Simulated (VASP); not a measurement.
Consider the following.

```xyz
2
Lattice="0.0000 2.2068 2.2068 2.2068 0.0000 2.2068 2.2068 2.2068 0.0000" Properties=species:S:1:pos:R:3 pbc="T T T"
Be     0.0000     0.0000     0.0000
S      1.1034     1.1034     1.1034
```

Level of theory: PBEsol GGA, VASP's PBE PAW potentials (set 64) (plane waves; VASP). Run with 500 eV cut-off, 10×10×10 Γ-centred mesh, Gaussian smearing of 0.050 eV, potentials Be S.

Question: Estimate the energy per atom (σ→0), pressure, band gap (on the k-mesh) with the smallest direct gap where there is one.

Answer: 
```yaml
band gap (on the k-mesh): 2.11 eV
smallest direct gap (on the k-mesh): 5.29 eV
energy per atom (σ→0): -472.2 kJ/mol of atoms
pressure: 44.96 GPa
```

Only differences to runs with the same potentials and settings are physical.

The compound is BeS in the zinc blende structure. It was relaxed first under an external pressure of 45 GPa.
